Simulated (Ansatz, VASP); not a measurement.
**TaN in two plane-wave programs**

One calculation is typed for both programs; each brings its own data sets. How far apart do they land? The cell is taken from a series of runs on this material, whose earlier steps may have relaxed, scaled, displaced or heated it; both programs get it as it stands.

Main program and level: Ansatz 0.2.0; plane waves, with VASP 6.6.1 beside it; zone-centre phonons at PBEsol.

**1. The starting structure**

It takes space group P-6m2 (No. 187, hexagonal). Conventional cell: a = 2.944 Å, b = 2.944 Å, c = 2.887 Å, α = 90.00°, β = 90.00°, γ = 120.00°. Nearest to N lie 6 Ta at 2.23 Å. Nearest to Ta lie 6 N at 2.23 Å. Farther neighbours and most contacts between anions are not listed.

Coordinates:

```
N Ta
1.0
     2.94444    0.00000    0.00000
    -1.47222    2.54996    0.00000
     0.00000    0.00000    2.88717
N Ta
1 1
Direct
  0.66667 0.33333 0.00000
  0.00000 0.00000 0.50000
```

**2. VASP: zone-centre phonons, PBEsol**

Second derivatives magnify differences that forces hide, and they need a tight electronic threshold.

Lines of VASP's logs that name or quote its potential files are left out, and so is its time.

The input, INCAR:

```
SYSTEM = TaN
PREC = Accurate
ENCUT = 600
EDIFF = 1E-08
NELM = 120
ISMEAR = 1
SIGMA = 0.2
LREAL = .FALSE.
ALGO = Normal
GGA = PS
NBANDS = 14
LASPH = .TRUE.
LORBIT = 11
LWAVE = .FALSE.
LCHARG = .FALSE.
ISIF = 2
IBRION = 8
GGA_COMPAT = .FALSE.
KPAR = 2
```

The input, POSCAR:

```
TaN
1.0
    2.9444416382      0.0000000000      0.0000000000
   -1.4722208191      2.5499612586      0.0000000000
    0.0000000000      0.0000000000      2.8871716209
N Ta
1 1
Direct
    0.6666666667      0.3333333333      0.0000000000
    0.0000000000      1.0000000000      0.5000000000
```

The input, KPOINTS:

```
Automatic mesh
0
Gamma
18 18 16
0 0 0
```

PAW data sets: N and Ta_pv (PBE family, release 64).

On the command line:

```console
$ mpirun -np 2 vasp_std
```

Numbers of over 12 decimals in the logs are rounded to 6 here.

Log:

```text
[banner, memory and clock lines left out]
running    2 mpi-ranks, on    1 nodes
 distrk:  each k-point on    1 cores,    2 groups
 distr:  one band on    1 cores,    1 groups

 POSCAR found type information on POSCAR N Ta
 POSCAR found :  2 types and       2 ions
|                                                                             |
|               ----> ADVICE to this user running VASP <----                  |
|                                                                             |
|     You enforced a specific xc type in the INCAR file but a different       |
|     [... a line on the potential file left out ...]
|     I HOPE YOU KNOW WHAT YOU ARE DOING!                                     |
|                                                                             |

 LDA part: xc-table for (Slater+PW92), standard interpolation
 POSCAR, INCAR and KPOINTS ok, starting setup
 FFT: planning ... GRIDC
 FFT: planning ... GRID_SOFT
 FFT: planning ... GRID
 WAVECAR not read
 entering main loop
       N       E                     dE             d eps       ncg     rms          rms(c)
DAV:   1     0.103582741054E+03    0.10358E+03   -0.98454E+03  9332   0.133E+03
DAV:   2    -0.224066755903E+02   -0.12599E+03   -0.11936E+03 11286   0.346E+02
DAV:   3    -0.261242818622E+02   -0.37176E+01   -0.36895E+01 10896   0.584E+01
DAV:   4    -0.261448198792E+02   -0.20538E-01   -0.20534E-01 10902   0.452E+00
DAV:   5    -0.261449401653E+02   -0.12029E-03   -0.12028E-03 11076   0.337E-01    0.234E+01
DAV:   6    -0.239346266569E+02    0.22103E+01   -0.39908E+00 11212   0.246E+01    0.991E+00
DAV:   7    -0.238389111855E+02    0.95715E-01   -0.38172E-01 11502   0.631E+00    0.689E+00
DAV:   8    -0.238064609056E+02    0.32450E-01   -0.14069E-01 12312   0.360E+00    0.146E+00
DAV:   9    -0.238012036866E+02    0.52572E-02   -0.11804E-02 10680   0.991E-01    0.214E-01
DAV:  10    -0.238011101567E+02    0.93530E-04   -0.53726E-04 12648   0.284E-01    0.145E-01
DAV:  11    -0.238010676549E+02    0.42502E-04   -0.66147E-05 10884   0.835E-02    0.160E-02
DAV:  12    -0.238010676876E+02   -0.32704E-07   -0.46772E-06 12018   0.198E-02    0.215E-03
DAV:  13    -0.238010676526E+02    0.34979E-07   -0.38987E-08 10728   0.190E-03    0.201E-03
DAV:  14    -0.238010676065E+02    0.46119E-07   -0.19301E-08 11832   0.135E-03    0.243E-04
DAV:  15    -0.238010675947E+02    0.11767E-07   -0.35720E-10  5928   0.202E-04    0.949E-05
DAV:  16    -0.238010675973E+02   -0.25188E-08   -0.96999E-11  6006   0.927E-05
   1 F= -.23801068E+02 E0= -.23801186E+02  d E =0.355610E-03
 Linear response reoptimize wavefunctions to high precision
DAV:   1    -0.238010675972E+02    0.65484E-10   -0.92225E-12  6306   0.464E-05
 Linear response DOF=           4
 Linear response progress:
  Degree of freedom:   1/  4
       N       E                     dE             d eps       ncg     rms          rms(c)
RMM:   1    -0.232320226650E+00   -0.23232E+00    0.10998E-01 95489   0.285E+00
RMM:   2    -0.225964894584E+00    0.63553E-02   -0.31022E-03 69773   0.466E-01    0.170E-01
RMM:   3    -0.226777298777E+00   -0.81240E-03   -0.51515E-04 66489   0.148E-01    0.924E-02
RMM:   4    -0.227910156895E+00   -0.11329E-02   -0.27771E-04 67979   0.109E-01    0.240E-02
RMM:   5    -0.227960855097E+00   -0.50698E-04   -0.10564E-05 76194   0.263E-02    0.226E-03
RMM:   6    -0.227956421456E+00    0.44336E-05   -0.17679E-06 77304   0.511E-03    0.147E-03
RMM:   7    -0.227951191088E+00    0.52304E-05   -0.30746E-07 82201   0.171E-03    0.121E-03
RMM:   8    -0.227953221983E+00   -0.20309E-05   -0.87262E-08 80257   0.650E-04    0.191E-04
RMM:   9    -0.227950256144E+00    0.29658E-05   -0.72085E-09 72386   0.326E-04    0.262E-05
RMM:  10    -0.227950060780E+00    0.19536E-06   -0.17685E-08 85086   0.102E-04    0.263E-05
RMM:  11    -0.227950002607E+00    0.58172E-07   -0.42038E-09 83435   0.320E-05    0.994E-06
RMM:  12    -0.227950016298E+00   -0.13691E-07   -0.69094E-10 80099   0.106E-05    0.265E-06
RMM:  13    -0.227950011755E+00    0.45432E-08    0.13487E-10 69834   0.472E-06    0.121E-06
 first order change of Fermi-energy   0.29467E-04
 force on displaced ion       1 direction 1 : -12.791   0.001   0.000
 Linear response progress:
  Degree of freedom:   2/  4
       N       E                     dE             d eps       ncg     rms          rms(c)
RMM:   1    -0.236456351118E+00   -0.23646E+00    0.14705E-01 32663   0.293E+00
RMM:   2    -0.230512786387E+00    0.59436E-02   -0.37320E-03 25073   0.500E-01    0.144E-01
RMM:   3    -0.231306428584E+00   -0.79364E-03   -0.85451E-04 23708   0.176E-01    0.745E-02
RMM:   4    -0.232496310549E+00   -0.11899E-02   -0.38981E-04 24506   0.120E-01    0.223E-02
RMM:   5    -0.232612515204E+00   -0.11620E-03   -0.19315E-05 26033   0.352E-02    0.324E-03
RMM:   6    -0.232606127839E+00    0.63874E-05   -0.14885E-06 26324   0.801E-03    0.123E-03
RMM:   7    -0.232597974814E+00    0.81530E-05   -0.21934E-07 26469   0.263E-03    0.398E-04
RMM:   8    -0.232599605686E+00   -0.16309E-05   -0.22512E-08 28929   0.883E-04    0.178E-04
RMM:   9    -0.232599517511E+00    0.88175E-07   -0.63113E-09 28972   0.290E-04    0.366E-05
RMM:  10    -0.232599205354E+00    0.31216E-06   -0.20547E-10 29310   0.966E-05    0.154E-05
RMM:  11    -0.232599214659E+00   -0.93054E-08   -0.12369E-09 29712   0.363E-05    0.291E-06
 first order change of Fermi-energy  -0.15504E-03
 force on displaced ion       1 direction 3 :   0.000  -0.000 -13.541
 Linear response progress:
  Degree of freedom:   3/  4
       N       E                     dE             d eps       ncg     rms          rms(c)
RMM:   1    -0.133894774295E+00   -0.13389E+00    0.11643E+01 42139   0.253E+01
RMM:   2    -0.162670912145E+00   -0.28776E-01   -0.26846E-02 64573   0.152E+00    0.179E-01
RMM:   3    -0.161284681682E+00    0.13862E-02   -0.26449E-03 73632   0.329E-01    0.987E-02
RMM:   4    -0.160334139044E+00    0.95054E-03   -0.39176E-04 81753   0.127E-01    0.363E-02
RMM:   5    -0.160018330971E+00    0.31581E-03   -0.64890E-05 84724   0.333E-02    0.589E-03
RMM:   6    -0.160024114288E+00   -0.57833E-05   -0.10680E-05 81512   0.109E-02    0.215E-03
RMM:   7    -0.160026636266E+00   -0.25220E-05   -0.29907E-06 88921   0.361E-03    0.513E-04
RMM:   8    -0.160028535182E+00   -0.18989E-05   -0.37969E-06 87746   0.130E-03    0.210E-04
RMM:   9    -0.160029757352E+00   -0.12222E-05   -0.14495E-06 82881   0.602E-04    0.432E-05
RMM:  10    -0.160030026003E+00   -0.26865E-06   -0.11683E-06 87737   0.279E-04    0.211E-05
RMM:  11    -0.160030114942E+00   -0.88939E-07   -0.45949E-07 93517   0.131E-04    0.883E-06
RMM:  12    -0.160030139321E+00   -0.24379E-07   -0.38291E-07 91267   0.679E-05    0.870E-06
RMM:  13    -0.160030146997E+00   -0.76755E-08   -0.13028E-07 83899   0.401E-05    0.742E-06
RMM:  14    -0.160030245092E+00   -0.98095E-07   -0.13068E-07 75443   0.320E-05    0.139E-05
RMM:  15    -0.160030173768E+00    0.71324E-07   -0.50750E-08 72779   0.210E-05    0.420E-06
RMM:  16    -0.160030187947E+00   -0.14179E-07   -0.52916E-08 66681   0.986E-06    0.219E-06
RMM:  17    -0.160030195424E+00   -0.74767E-08   -0.16707E-08 58995   0.657E-06    0.832E-08
 first order change of Fermi-energy  -0.58364E-04
 force on displaced ion       2 direction 1 : -12.793   0.000   0.000
 Linear response progress:
  Degree of freedom:   4/  4
       N       E                     dE             d eps       ncg     rms          rms(c)
RMM:   1    -0.152324341754E+00   -0.15232E+00    0.10123E+01 14959   0.246E+01
RMM:   2    -0.180853930918E+00   -0.28530E-01   -0.28106E-02 22249   0.152E+00    0.134E-01
RMM:   3    -0.180172380782E+00    0.68155E-03   -0.21200E-03 26324   0.297E-01    0.729E-02
RMM:   4    -0.179622515045E+00    0.54987E-03   -0.19445E-04 27537   0.982E-02    0.216E-02
RMM:   5    -0.179486759224E+00    0.13576E-03   -0.26462E-05 29343   0.283E-02    0.649E-03
RMM:   6    -0.179461129409E+00    0.25630E-04   -0.51053E-06 27412   0.103E-02    0.887E-04
RMM:   7    -0.179462575571E+00   -0.14462E-05   -0.18351E-06 30261   0.308E-03    0.410E-04
RMM:   8    -0.179464514966E+00   -0.19394E-05   -0.15563E-06 30899   0.121E-03    0.127E-04
RMM:   9    -0.179465262561E+00   -0.74760E-06   -0.12909E-06 29509   0.523E-04    0.475E-05
RMM:  10    -0.179465660897E+00   -0.39834E-06   -0.76233E-07 28754   0.300E-04    0.161E-05
RMM:  11    -0.179466042798E+00   -0.38190E-06   -0.47486E-07 30552   0.159E-04    0.128E-05
RMM:  12    -0.179465861989E+00    0.18081E-06   -0.26359E-07 27300   0.966E-05    0.499E-06
RMM:  13    -0.179465877788E+00   -0.15799E-07   -0.18460E-07 30006   0.517E-05    0.559E-06
RMM:  14    -0.179465866274E+00    0.11514E-07   -0.10005E-07 28759   0.317E-05    0.755E-06
RMM:  15    -0.179465887424E+00   -0.21150E-07   -0.67359E-08 24040   0.204E-05    0.669E-06
RMM:  16    -0.179465941772E+00   -0.54348E-07   -0.40344E-08 28130   0.181E-05    0.365E-06
RMM:  17    -0.179466021402E+00   -0.79630E-07   -0.27765E-08 31781   0.171E-05    0.247E-06
RMM:  18    -0.179466066807E+00   -0.45405E-07   -0.16016E-08 27869   0.108E-05    0.476E-06
RMM:  19    -0.179466101565E+00   -0.34758E-07   -0.11869E-08 27504   0.782E-06    0.643E-06
RMM:  20    -0.179466082702E+00    0.18863E-07   -0.65922E-09 22103   0.487E-06    0.493E-06
RMM:  21    -0.179466053473E+00    0.29229E-07   -0.50840E-09 27933   0.580E-06    0.282E-06
RMM:  22    -0.179466028658E+00    0.24815E-07   -0.32705E-09 26972   0.467E-06    0.113E-06
RMM:  23    -0.179466014531E+00    0.14127E-07   -0.25782E-09 24258   0.318E-06    0.199E-07
RMM:  24    -0.179466010686E+00    0.38450E-08   -0.17911E-09 14069   0.204E-06    0.808E-08
 first order change of Fermi-energy  -0.94838E-03
 force on displaced ion       2 direction 3 :  -0.000   0.000 -13.548
 Linear response finished
```

Parts of OUTCAR (step 2):

```text
ion  position               nearest neighbor table
   1  0.667  0.333  0.000-   2 2.23   2 2.23   2 2.23   2 2.23   2 2.23   2 2.23
   2  0.000  0.000  0.500-   1 2.23   1 2.23   1 2.23   1 2.23   1 2.23   1 2.23

  LATTYP: Found a hexagonal cell.
 ALAT       =     2.9444416382
 C/A-ratio  =     0.9805497869

 Subroutine GETGRP returns: Found 12 space group operations
 (whereof 12 operations were pure point group operations)

The static configuration has the point symmetry D_3h.

 Found    333 irreducible k-points:

   k-points           NKPTS =    333   k-points in BZ     NKDIM =    333   number of bands    NBANDS=     14

   dimension x,y,z NGX =    24 NGY =   24 NGZ =   24
   dimension x,y,z NGXF=    48 NGYF=   48 NGZF=   48

   ENCUT  =  600.0 eV  44.10 Ry    6.64 a.u.   5.88  5.88  5.77*2*pi/ulx,y,z

   NELECT =      16.0000    total number of electrons

 k-points in reciprocal lattice and weights: Automatic mesh
   0.00000000  0.00000000  0.00000000       0.000
   0.05555556 -0.00000000  0.00000000       0.001
   0.11111111 -0.00000000  0.00000000       0.001
   0.16666667  0.00000000  0.00000000       0.001
   0.22222222 -0.00000000  0.00000000       0.001
   0.27777778 -0.00000000  0.00000000       0.001
   0.33333333 -0.00000000  0.00000000       0.001
   0.38888889  0.00000000  0.00000000       0.001
   0.44444444 -0.00000000  0.00000000       0.001
[...]
0.33333333  0.27777778  0.50000000       0.002
   0.33333333  0.33333333  0.50000000       0.000

 average (electrostatic) potential at core
       1 -61.8063       2 -34.9071

  Total       -0.8445291     -0.8445291     -0.8158118      0.0000000      0.0000000      0.0000000
  in kB      -62.4188905    -62.4188905    -60.2964033      0.0000000      0.0000000      0.0000000
  external PRESSURE =     -61.7113948 kB  Pullay stress =       0.0000000 kB

  energy-cutoff  :      600.00
  volume of cell :       21.68
      direct lattice vectors                 reciprocal lattice vectors
     2.944441638  0.000000000  0.000000000     0.339622965  0.196081410  0.000000000
    -1.472220819  2.549961259  0.000000000     0.000000000  0.392162821  0.000000000
     0.000000000  0.000000000  2.887171621     0.000000000  0.000000000  0.346359736

 POSITION                                       TOTAL-FORCE (eV/Angst)
 -----------------------------------------------------------------------------------
      1.47222      0.84999      0.00000         0.000000      0.000000      0.000000
      0.00000      0.00000      1.44359        -0.000000      0.000000      0.000000
 -----------------------------------------------------------------------------------
    total drift:                               -0.000000      0.000000      0.000000

 Eigenvectors and eigenvalues of the dynamical matrix
 ----------------------------------------------------

   1 f  =   15.958283 THz   100.268847 2PiTHz  532.311011 cm-1    65.998124 meV
             X         Y         Z           dx          dy          dz
      1.472221  0.849987  0.000000     0.000000    0.000000    0.963403
      0.000000  0.000000  1.443586     0.000000    0.000000   -0.268057

   2 f  =   15.509709 THz    97.450378 2PiTHz  517.348216 cm-1    64.142975 meV
             X         Y         Z           dx          dy          dz
      1.472221  0.849987  0.000000    -0.963415    0.000000    0.000000
      0.000000  0.000000  1.443586     0.268016   -0.000000    0.000000

   3 f  =   15.509709 THz    97.450378 2PiTHz  517.348216 cm-1    64.142975 meV
             X         Y         Z           dx          dy          dz
      1.472221  0.849987  0.000000     0.000000    0.963415    0.000000
      0.000000  0.000000  1.443586    -0.000000   -0.268016    0.000000

   4 f/i=    0.000411 THz     0.002583 2PiTHz    0.013714 cm-1     0.001700 meV
             X         Y         Z           dx          dy          dz
      1.472221  0.849987  0.000000    -0.267383    0.018400    0.000000
      0.000000  0.000000  1.443586    -0.961141    0.066141    0.000000

   5 f/i=    0.000411 THz     0.002583 2PiTHz    0.013714 cm-1     0.001700 meV
             X         Y         Z           dx          dy          dz
      1.472221  0.849987  0.000000     0.018400    0.267383    0.000000
      0.000000  0.000000  1.443586     0.066141    0.961141    0.000000

   6 f/i=    0.001099 THz     0.006906 2PiTHz    0.036664 cm-1     0.004546 meV
             X         Y         Z           dx          dy          dz
      1.472221  0.849987  0.000000     0.000000    0.000000   -0.268057
      0.000000  0.000000  1.443586     0.000000    0.000000   -0.963403

 ELASTIC MODULI CONTR FROM IONIC RELAXATION (kBar)
 Direction    XX          YY          ZZ          XY          YZ          ZX
 --------------------------------------------------------------------------------
 XX          -4.7465      4.7465      0.0000     -0.0000      0.0000      0.0000
 YY           4.7465     -4.7465      0.0000      0.0000      0.0000      0.0000
 ZZ           0.0000      0.0000      0.0000      0.0000      0.0000      0.0000
 XY          -0.0000      0.0000      0.0000     -4.7465      0.0000      0.0000
 YZ           0.0000      0.0000      0.0000      0.0000      0.0000      0.0000
 ZX           0.0000      0.0000      0.0000      0.0000      0.0000      0.0000
 --------------------------------------------------------------------------------
```

(Continued in part 2 of 2.)

[Lines on the potential files, build, host, timing and source positions are cut from VASP's logs without a mark.]

[Logs are printed without paths, hosts, clocks, repeated set-up lines and the standing remarks that a program may print on its own settings, such as how far it seeks lower states.]

[Hosts, paths, dates, database ids (printed as entryN), source tags and the programs' standing remarks are cut or masked in the printed files.]
